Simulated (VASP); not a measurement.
All values below come from optB88-vdW, VASP's PBE PAW potentials (set 64) (plane waves; VASP 6.6.1).

VASP ran on this input.

**POSCAR**
```
MoS2 monolayer
1
    3.1904297369    -0.0000000000     0.0000000000
   -1.5952148684     2.7629929471    -0.0000000000
    0.0000000000    -0.0000000000    19.4421356660
Mo S
1 2
Direct
  0.6666670000   0.3333330000   0.5000000000
  0.3333330000   0.6666670000   0.5806853193
  0.3333330000   0.6666670000   0.4193146807
```

**INCAR**
```
LWAVE=.False.
PARAM2=0.22
GGA=BO
NELM=100
LCHARG=.False.
ALGO=Normal
ISMEAR=0
LVHAR=.True.
PARAM1=0.1833333333
SIGMA=0.05
LORBIT=11   # lm-projected
LREAL=.False.   # projection in real space or not
LMAXMIX=4   # l cut-off of mixed one-centre charges
AGGAC=0.0
LUSE_VDW=.True.
ENCUT=400   # plane-wave cut-off (eV)
NELMIN=4
LASPH=.True.   # aspherical one-centre terms
EDIFF=1E-6
PREC=Normal
SYSTEM=MoS2 monolayer
```

File KPOINTS:
```
kpoints
0
gamma
 12 12 1
0 0 0
```

POTCAR, in this order: Mo_sv S (PBE.64 set). Program: vasp_std. Read from the step before: WAVECAR.

Problem. What does the run give for the energy per atom (σ→0), band gap (on the k-mesh)?

Solution. 
```yaml
energy per atom (σ→0): -5.145 eV/atom
band gap (on the k-mesh): 1.66 eV
```

### OSZICAR
```
...
DAV:  14    -0.154341043491E+02    0.90052E-06   -0.53791E-05   661   0.563E-02    0.232E-04
DAV:  15    -0.154341043203E+02    0.28790E-07   -0.55944E-05   656   0.587E-02    0.188E-04
DAV:  16    -0.154340989095E+02    0.54108E-05   -0.41132E-06   644   0.248E-02    0.208E-04
DAV:  17    -0.154340966748E+02    0.22347E-05   -0.50267E-06   591   0.209E-02    0.929E-05
DAV:  18    -0.154341009324E+02   -0.42576E-05   -0.10160E-05   687   0.294E-02    0.411E-04
DAV:  19    -0.154340997460E+02    0.11864E-05   -0.82117E-06   599   0.248E-02    0.121E-04
DAV:  20    -0.154341002254E+02   -0.47938E-06   -0.15181E-06   479   0.130E-02
   1 F= -.15434100E+02 E0= -.15434100E+02  d E =-.131423E-30
```

The cell is a sheet with vacuum, built from MoS2 (2H layered).
